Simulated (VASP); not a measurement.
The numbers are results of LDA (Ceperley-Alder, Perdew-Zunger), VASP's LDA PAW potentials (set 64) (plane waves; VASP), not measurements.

The input files of a VASP run:

### POSCAR
```
WS2
1
    1.5642004382    -2.7092746107     0.0000000000
    1.5642004382     2.7092746107    -0.0000000000
   -0.0000000000    -0.0000000000    12.1782107521
W S
2 4
Direct
  0.3333330000   0.6666670000   0.2500000000
  0.6666670000   0.3333330000   0.7500000000
  0.3333330000   0.6666670000   0.8784065417
  0.6666670000   0.3333330000   0.3784065417
  0.6666670000   0.3333330000   0.1215934583
  0.3333330000   0.6666670000   0.6215934583
```

**KPOINTS**
```
Automatic mesh
0
Gamma
10 10 3
0 0 0
```

INCAR:
```
! general
SYSTEM    =  WS2
PREC      =  Accurate
ENCUT     =  400
LREAL     =  .FALSE.
LASPH     =  .TRUE.

! electronic loop
EDIFF     =  1E-8
NELM      =  100
ALGO      =  Normal
LMAXMIX   =  6

! smearing
ISMEAR    =  0
SIGMA     =  0.01

! ions
IBRION    =  8
NSW       =  1

! output
LWAVE     =  .FALSE.
LCHARG    =  .FALSE.

! other
LEPSILON  =  .TRUE.
```

POTCAR, in this order: W_sv S (LDA.64 set). Program: vasp_std.

The resulting files:

**OSZICAR**
```
...
RMM:  17    -0.295095854879E+00   -0.69679E-08    0.19735E-07 17136   0.272E-04    0.293E-06
RMM:  18    -0.295095868019E+00   -0.13141E-07    0.34738E-07 17042   0.266E-04    0.520E-06
RMM:  19    -0.295095862132E+00    0.58878E-08    0.54102E-07 16988   0.262E-04    0.325E-06
RMM:  20    -0.295095889076E+00   -0.26944E-07    0.77052E-08 17323   0.260E-04    0.520E-06
RMM:  21    -0.295095861640E+00    0.27435E-07    0.68580E-07 17183   0.258E-04    0.337E-06
RMM:  22    -0.295095888287E+00   -0.26646E-07    0.24205E-07 17238   0.257E-04    0.536E-06
RMM:  23    -0.295095861166E+00    0.27121E-07    0.41058E-07 17323   0.256E-04    0.416E-06
RMM:  24    -0.295095878615E+00   -0.17449E-07    0.55062E-07 17310   0.255E-04    0.551E-06
RMM:  25    -0.295095865849E+00    0.12766E-07    0.53061E-07 17336   0.255E-04    0.418E-06
RMM:  26    -0.295095884529E+00   -0.18680E-07    0.22258E-07 17370   0.255E-04    0.543E-06
RMM:  27    -0.295095861436E+00    0.23093E-07    0.61202E-07 17417   0.254E-04    0.426E-06
RMM:  28    -0.295095884753E+00   -0.23316E-07    0.24229E-07 17416   0.254E-04    0.542E-06
RMM:  29    -0.295095864888E+00    0.19865E-07    0.39081E-07 17464   0.254E-04    0.433E-06
RMM:  30    -0.295095880756E+00   -0.15868E-07    0.45394E-07 17487   0.254E-04    0.535E-06
RMM:  31    -0.295095867383E+00    0.13373E-07    0.50981E-07 17486   0.254E-04    0.443E-06
RMM:  32    -0.295095882786E+00   -0.15403E-07    0.17934E-07 17520   0.254E-04    0.532E-06
RMM:  33    -0.295095864596E+00    0.18190E-07    0.63451E-07 17553   0.254E-04    0.451E-06
 Linear response progress:
  Degree of freedom:   2/  4
       N       E                     dE             d eps       ncg     rms          rms(c)
RMM:   1    -0.544546235413E+00   -0.54455E+00    0.82308E+00  2347   0.616E+01
RMM:   2    -0.435721778317E+00    0.10882E+00   -0.23720E-01  3307   0.238E+00    0.309E-01
RMM:   3    -0.436891648174E+00   -0.11699E-02   -0.18261E-02  3739   0.554E-01    0.180E-01
RMM:   4    -0.435801686844E+00    0.10900E-02   -0.30301E-03  4221   0.221E-01    0.669E-02
RMM:   5    -0.435428550133E+00    0.37314E-03   -0.37782E-04  4329   0.543E-02    0.245E-02
RMM:   6    -0.435394424617E+00    0.34126E-04   -0.17849E-04  4505   0.307E-02    0.794E-03
RMM:   7    -0.435415256073E+00   -0.20831E-04   -0.52893E-05  4395   0.863E-03    0.545E-03
RMM:   8    -0.435417690309E+00   -0.24342E-05   -0.16234E-05  4691   0.353E-03    0.337E-03
RMM:   9    -0.435413647416E+00    0.40429E-05   -0.81592E-06  4881   0.204E-03    0.270E-04
RMM:  10    -0.435413438239E+00    0.20918E-06   -0.53982E-06  4979   0.975E-04    0.526E-04
RMM:  11    -0.435413815218E+00   -0.37698E-06   -0.63722E-06  4892   0.507E-04    0.246E-04
RMM:  12    -0.435413872579E+00   -0.57362E-07   -0.39441E-06  5024   0.480E-04    0.432E-05
RMM:  13    -0.435413904861E+00   -0.32282E-07   -0.34010E-06  5030   0.353E-04    0.259E-05
RMM:  14    -0.435413934649E+00   -0.29789E-07   -0.20492E-06  5198   0.310E-04    0.245E-05
RMM:  15    -0.435414029929E+00   -0.95280E-07   -0.15445E-06  5274   0.293E-04    0.203E-05
RMM:  16    -0.435413992039E+00    0.37890E-07   -0.40338E-07  5359   0.281E-04    0.771E-06
RMM:  17    -0.435413972770E+00    0.19270E-07   -0.23367E-07  5364   0.270E-04    0.487E-06
RMM:  18    -0.435413947720E+00    0.25049E-07    0.53581E-07  5434   0.263E-04    0.436E-06
RMM:  19    -0.435413974183E+00   -0.26463E-07    0.11521E-06  5484   0.260E-04    0.244E-06
RMM:  20    -0.435414006442E+00   -0.32259E-07    0.67817E-07  5406   0.254E-04    0.451E-06
RMM:  21    -0.435414010154E+00   -0.37113E-08    0.95644E-07  5520   0.251E-04    0.365E-06
RMM:  22    -0.435414054787E+00   -0.44634E-07    0.78524E-07  5587   0.249E-04    0.326E-06
RMM:  23    -0.435414048128E+00    0.66594E-08    0.98716E-07  5610   0.247E-04    0.307E-06
RMM:  24    -0.435414063314E+00   -0.15186E-07    0.97472E-07  5511   0.245E-04    0.360E-06
 Linear response progress:
  Degree of freedom:   3/  4
       N       E                     dE             d eps       ncg     rms          rms(c)
RMM:   1    -0.947276798820E-01   -0.94728E-01   -0.20723E-02 21402   0.164E+00
RMM:   2    -0.907089223752E-01    0.40188E-02   -0.97750E-03 16305   0.413E-01    0.157E-01
RMM:   3    -0.909484623216E-01   -0.23954E-03   -0.10066E-03 17858   0.114E-01    0.884E-02
RMM:   4    -0.913012978202E-01   -0.35284E-03   -0.16707E-04 17810   0.571E-02    0.134E-02
RMM:   5    -0.912812665888E-01    0.20031E-04    0.43065E-06 19095   0.149E-02    0.757E-03
RMM:   6    -0.912377691157E-01    0.43497E-04   -0.80678E-06 18063   0.663E-03    0.160E-03
RMM:   7    -0.912588895134E-01   -0.21120E-04   -0.77773E-06 17757   0.277E-03    0.824E-04
RMM:   8    -0.912607218433E-01   -0.18323E-05    0.48526E-06 19623   0.827E-04    0.321E-04
RMM:   9    -0.912608904227E-01   -0.16858E-06    0.18838E-06 21654   0.320E-04    0.119E-04
RMM:  10    -0.912609950830E-01   -0.10466E-06    0.13497E-06 22615   0.202E-04    0.153E-05
RMM:  11    -0.912610867176E-01   -0.91635E-07    0.10786E-06 22948   0.179E-04    0.658E-06
RMM:  12    -0.912611044120E-01   -0.17694E-07    0.11119E-06 23714   0.172E-04    0.379E-06
RMM:  13    -0.912611058352E-01   -0.14232E-08    0.94336E-07 23238   0.170E-04    0.189E-06
RMM:  14    -0.912610962588E-01    0.95764E-08    0.11194E-06 23269   0.169E-04    0.188E-06
RMM:  15    -0.912611005356E-01   -0.42769E-08    0.90936E-07 23072   0.169E-04    0.121E-06
RMM:  16    -0.912610967805E-01    0.37551E-08    0.10957E-06 23100   0.169E-04    0.142E-06
RMM:  17    -0.912611014827E-01   -0.47022E-08    0.89695E-07 23050   0.169E-04    0.113E-06
RMM:  18    -0.912610955618E-01    0.59209E-08    0.10883E-06 23163   0.169E-04    0.124E-06
 Linear response progress:
  Degree of freedom:   4/  4
       N       E                     dE             d eps       ncg     rms          rms(c)
RMM:   1    -0.159008162909E+00   -0.15901E+00   -0.30310E-02  5027   0.186E+00
RMM:   2    -0.148402359056E+00    0.10606E-01   -0.12549E-02  3769   0.504E-01    0.405E-01
RMM:   3    -0.148385569165E+00    0.16790E-04   -0.13276E-03  3965   0.168E-01    0.259E-01
RMM:   4    -0.148577239368E+00   -0.19167E-03   -0.25837E-04  4319   0.662E-02    0.422E-02
RMM:   5    -0.148613917945E+00   -0.36679E-04   -0.30449E-05  4270   0.213E-02    0.131E-02
RMM:   6    -0.148610422871E+00    0.34951E-05   -0.79039E-06  4327   0.854E-03    0.437E-03
RMM:   7    -0.148610170155E+00    0.25272E-06    0.12670E-06  4361   0.333E-03    0.237E-03
RMM:   8    -0.148613937066E+00   -0.37669E-05    0.86098E-07  4700   0.145E-03    0.726E-04
RMM:   9    -0.148615777668E+00   -0.18406E-05    0.10081E-06  4529   0.760E-04    0.325E-04
RMM:  10    -0.148616870974E+00   -0.10933E-05   -0.12350E-07  4715   0.450E-04    0.114E-04
RMM:  11    -0.148616643921E+00    0.22705E-06    0.18159E-07  5002   0.284E-04    0.550E-05
RMM:  12    -0.148616551780E+00    0.92141E-07   -0.81809E-07  4926   0.242E-04    0.358E-05
RMM:  13    -0.148616665448E+00   -0.11367E-06   -0.71965E-07  5071   0.228E-04    0.150E-05
RMM:  14    -0.148616611594E+00    0.53854E-07   -0.15128E-06  5014   0.224E-04    0.645E-06
RMM:  15    -0.148616673525E+00   -0.61931E-07   -0.49300E-07  5204   0.223E-04    0.367E-06
RMM:  16    -0.148616623838E+00    0.49687E-07   -0.11535E-06  5039   0.222E-04    0.244E-06
RMM:  17    -0.148616662044E+00   -0.38206E-07    0.11232E-07  4974   0.222E-04    0.172E-06
RMM:  18    -0.148616642485E+00    0.19559E-07   -0.15505E-06  4778   0.222E-04    0.141E-06
RMM:  19    -0.148616656153E+00   -0.13669E-07   -0.68186E-07  4909   0.222E-04    0.144E-06
RMM:  20    -0.148616666933E+00   -0.10780E-07   -0.23884E-06  4869   0.222E-04    0.139E-06
RMM:  21    -0.148616644372E+00    0.22561E-07   -0.11922E-06  4863   0.223E-04    0.160E-06
 Linear response finished
```

OUTCAR:
```
------------------------ aborting loop because EDIFF is reached ----------------------------------------

 HEAD OF MICROSCOPIC STATIC DIELECTRIC TENSOR (INDEPENDENT PARTICLE, excluding Hartree and local field effects)
 ------------------------------------------------------
          14.806109     0.000000    -0.000000
           0.000000    14.806109     0.000000
           0.000000     0.000000     9.882250
 ------------------------------------------------------

 MACROSCOPIC STATIC DIELECTRIC TENSOR (including local field effects in DFT)
 ------------------------------------------------------
          13.948963     0.000000    -0.000000
           0.000000    13.948963     0.000000
           0.000000     0.000000     6.740008
 ------------------------------------------------------

 PIEZOELECTRIC TENSOR (including local field effects)  for field in x, y, z        (e  Angst)
          XX          YY          ZZ          XY          YZ          ZX
  --------------------------------------------------------------------------------
  x     0.00000     0.00000     0.00000     0.00000     0.00000     0.00000
  y     0.00000     0.00000     0.00000     0.00000     0.00000     0.00000
  z     0.00000     0.00000     0.00000     0.00000     0.00000     0.00000

 PIEZOELECTRIC TENSOR (including local field effects)  for field in x, y, z        (C/m^2)
          XX          YY          ZZ          XY          YZ          ZX
  --------------------------------------------------------------------------------
  x     0.00000     0.00000     0.00000     0.00000     0.00000     0.00000
  y     0.00000     0.00000     0.00000     0.00000     0.00000     0.00000
  z     0.00000     0.00000     0.00000     0.00000     0.00000     0.00000

 BORN EFFECTIVE CHARGES (including local field effects) (in |e|, cummulative output)
 ---------------------------------------------------------------------------------
 ion    1
    1    -0.68607     0.00000     0.00000
    2     0.00000    -0.68607    -0.00000
    3     0.00000     0.00000    -0.57663
 ion    2
    1    -0.68607     0.00000     0.00000
    2     0.00000    -0.68607    -0.00000
    3     0.00000     0.00000    -0.57663
 ion    3
    1     0.34304     0.00000     0.00000
    2     0.00000     0.34304    -0.00000
    3     0.00000     0.00000     0.28832
 ion    4
    1     0.34304     0.00000     0.00000
    2     0.00000     0.34304     0.00000
    3     0.00000     0.00000     0.28832
 ion    5
    1     0.34304     0.00000     0.00000
    2     0.00000     0.34304    -0.00000
    3     0.00000     0.00000     0.28832
 ion    6
    1     0.34304     0.00000     0.00000
    2     0.00000     0.34304     0.00000
    3     0.00000     0.00000     0.28832

   1 f  =   13.213049 THz    83.020038 2PiTHz  440.739886 cm-1    54.644757 meV
             X         Y         Z           dx          dy          dz
      1.564200  0.903093  3.044553     0.000000    0.000000    0.354305
      1.564200 -0.903093  9.133658     0.000000   -0.000000   -0.354305
      1.564200  0.903093 10.697420    -0.000000    0.000000    0.432705
      1.564200 -0.903093  4.608315    -0.000000   -0.000000   -0.432705
      1.564200 -0.903093  1.480791    -0.000000   -0.000000   -0.432705
      1.564200  0.903093  7.569896    -0.000000    0.000000    0.432705

   2 f  =   13.109446 THz    82.369081 2PiTHz  437.284064 cm-1    54.216290 meV
             X         Y         Z           dx          dy          dz
      1.564200  0.903093  3.044553     0.000000    0.000000    0.359649
      1.564200 -0.903093  9.133658    -0.000000    0.000000    0.359649
      1.564200  0.903093 10.697420     0.000000   -0.000000   -0.430496
      1.564200 -0.903093  4.608315    -0.000000   -0.000000   -0.430496
      1.564200 -0.903093  1.480791    -0.000000   -0.000000   -0.430496
      1.564200  0.903093  7.569896     0.000000   -0.000000   -0.430496

   3 f  =   12.639118 THz    79.413920 2PiTHz  421.595594 cm-1    52.271168 meV
             X         Y         Z           dx          dy          dz
      1.564200  0.903093  3.044553     0.000000   -0.000000   -0.000000
      1.564200 -0.903093  9.133658    -0.000000    0.000000    0.000000
      1.564200  0.903093 10.697420     0.000000   -0.000000   -0.500000
      1.564200 -0.903093  4.608315    -0.000000    0.000000   -0.500000
      1.564200 -0.903093  1.480791    -0.000000   -0.000000    0.500000
      1.564200  0.903093  7.569896     0.000000   -0.000000    0.500000

   4 f  =   12.548753 THz    78.846139 2PiTHz  418.581335 cm-1    51.897448 meV
             X         Y         Z           dx          dy          dz
      1.564200  0.903093  3.044553    -0.000000    0.000000   -0.000000
      1.564200 -0.903093  9.133658    -0.000000    0.000000    0.000000
      1.564200  0.903093 10.697420     0.000000   -0.000000   -0.500000
      1.564200 -0.903093  4.608315     0.000000   -0.000000    0.500000
      1.564200 -0.903093  1.480791     0.000000   -0.000000   -0.500000
      1.564200  0.903093  7.569896     0.000000   -0.000000    0.500000

   5 f  =   10.713325 THz    67.313809 2PiTHz  357.358073 cm-1    44.306734 meV
             X         Y         Z           dx          dy          dz
      1.564200  0.903093  3.044553     0.357080    0.000000    0.000000
      1.564200 -0.903093  9.133658    -0.357080   -0.000000   -0.000000
      1.564200  0.903093 10.697420     0.431563    0.000000    0.000000
      1.564200 -0.903093  4.608315    -0.431563   -0.000000    0.000000
      1.564200 -0.903093  1.480791    -0.431563   -0.000000   -0.000000
      1.564200  0.903093  7.569896     0.431563    0.000000   -0.000000

   6 f  =   10.713325 THz    67.313809 2PiTHz  357.358070 cm-1    44.306734 meV
             X         Y         Z           dx          dy          dz
      1.564200  0.903093  3.044553    -0.000000    0.357080   -0.000000
      1.564200 -0.903093  9.133658     0.000000   -0.357080   -0.000000
      1.564200  0.903093 10.697420    -0.000000    0.431563   -0.000000
      1.564200 -0.903093  4.608315     0.000000   -0.431563   -0.000000
      1.564200 -0.903093  1.480791     0.000000   -0.431563    0.000000
      1.564200  0.903093  7.569896    -0.000000    0.431563   -0.000000
...
```
(Selected blocks of OUTCAR.)

OUTCAR:
```
 val. band max:        7.7339098445   @ k =   0.0000   0.0000   0.0000

 cond. band min:       8.6568500963   @ k =   0.2000   0.2000   0.0000


 Fermi energy:         7.9225189478

 k-point     1 :       0.0000    0.0000    0.0000
  band No.  band energies     occupation
      1     -66.4118      2.00000
      2     -66.4118      2.00000
      3     -30.9708      2.00000
      4     -30.9707      2.00000
      5     -30.7518      2.00000
      6     -30.7518      2.00000
      7     -30.7518      2.00000
      8     -30.7518      2.00000
      9      -8.0060      2.00000
     10      -7.7361      2.00000
     11      -6.4213      2.00000
     12      -5.9025      2.00000
     13      -0.1277      2.00000
     14       1.0493      2.00000
     15       3.6986      2.00000
     16       4.1735      2.00000
     17       4.1735      2.00000
     18       4.1884      2.00000
     19       4.1884      2.00000
     20       5.4494      2.00000
     21       5.4495      2.00000
     22       5.5093      2.00000
     23       5.5094      2.00000
     24       6.2850      2.00000
     25       6.3435      2.00000
     26       7.7339      2.00000
     27      10.0579      0.00000
     28      10.0590      0.00000
     29      10.0686      0.00000
     30      10.0742      0.00000
     31      10.1337      0.00000

 k-point     2 :       0.1000   -0.0000    0.0000
  band No.  band energies     occupation
      1     -66.4097      2.00000
      2     -66.4097      2.00000
      3     -30.9634      2.00000
      4     -30.9634      2.00000
      5     -30.7921      2.00000
      6     -30.7921      2.00000
      7     -30.7611      2.00000
      8     -30.7611      2.00000
      9      -7.8284      2.00000
     10      -7.5582      2.00000
     11      -6.3452      2.00000
     12      -5.8489      2.00000
     13       0.0816      2.00000
     14       1.2570      2.00000
     15       3.4481      2.00000
     16       3.7354      2.00000
     17       3.7662      2.00000
...
```

The dielectric response may not be converged in the k-mesh; for small gaps it tends to come out too large. Unless said otherwise, spin-orbit coupling is left out, though it shifts the bands of the heavy elements here.

The compound is WS2 in the 2H layered structure. It was relaxed first.
